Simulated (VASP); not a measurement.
All values below come from PBEsol GGA, VASP's PBE PAW potentials (set 64) (plane waves; VASP).

The input files of a VASP run:

KPOINTS:
```
Automatic mesh
0
gamma
9 9 2
```

**INCAR**
```
! general
SYSTEM   =  Ge2Sb2Te5
PREC     =  Accurate
ENCUT    =  400
LREAL    =  .FALSE.
LASPH    =  .TRUE.

! electronic loop
EDIFF    =  1E-7
NELM     =  100
ALGO     =  Normal
LMAXMIX  =  4

! smearing
ISMEAR   =  -5

! functional
GGA      =  PS

! ions
ISIF     =  2

! output
LWAVE    =  .FALSE.
LCHARG   =  .TRUE.
LORBIT   =  11
NEDOS    =  601
```

### POSCAR
```
Ge2Sb2Te5
1
    4.2017700967     0.0000000000    -0.0000000000
   -2.1008850483     3.6388394440     0.0000000000
   -0.0000000000    -0.0000000000    17.0624296347
Te Sb Ge
5 2 2
Direct
  1.0000000000   0.0000000000   0.0000000000
  0.3333330000   0.6666670000   0.2197927680
  0.6666670000   0.3333330000   0.7802072320
  0.6666670000   0.3333330000   0.4214916545
  0.3333330000   0.6666670000   0.5785083455
  0.6666670000   0.3333330000   0.1171307187
  0.3333330000   0.6666670000   0.8828692813
  1.0000000000   0.0000000000   0.3386057221
  0.0000000000   0.0000000000   0.6613942779
```

POTCAR, in this order: Te Sb Ge_d (PBE.64 set). Program: vasp_std.

Q: Estimate the energy per atom (σ→0).

A: 
```
Item                           Result
---------------------  --------------
energy per atom (σ→0)  -4.159 eV/atom
```

OSZICAR:
```
...
DAV:  19    -0.374286859221E+02    0.79637E-05   -0.14076E-05  2416   0.130E-02    0.624E-02
DAV:  20    -0.374286838280E+02    0.20941E-05   -0.76076E-06  2056   0.825E-03    0.394E-02
DAV:  21    -0.374286831621E+02    0.66598E-06   -0.12079E-06  2272   0.362E-03    0.277E-02
DAV:  22    -0.374286830096E+02    0.15249E-06   -0.10693E-07  1192   0.130E-03    0.255E-02
DAV:  23    -0.374286825555E+02    0.45411E-06   -0.12122E-06  2112   0.305E-03    0.130E-02
DAV:  24    -0.374286824516E+02    0.10382E-06   -0.26053E-07  1528   0.181E-03    0.741E-03
DAV:  25    -0.374286824400E+02    0.11647E-07   -0.16684E-08  1056   0.725E-04
   1 F= -.37428682E+02 E0= -.37428682E+02  d E =0.000000E+00
```

The structure was generated: Ge2Sb2Te5 was put into the Ge2Sb2Te5-Petrov type (P-3m1), which need not be its known phase. It was relaxed first.
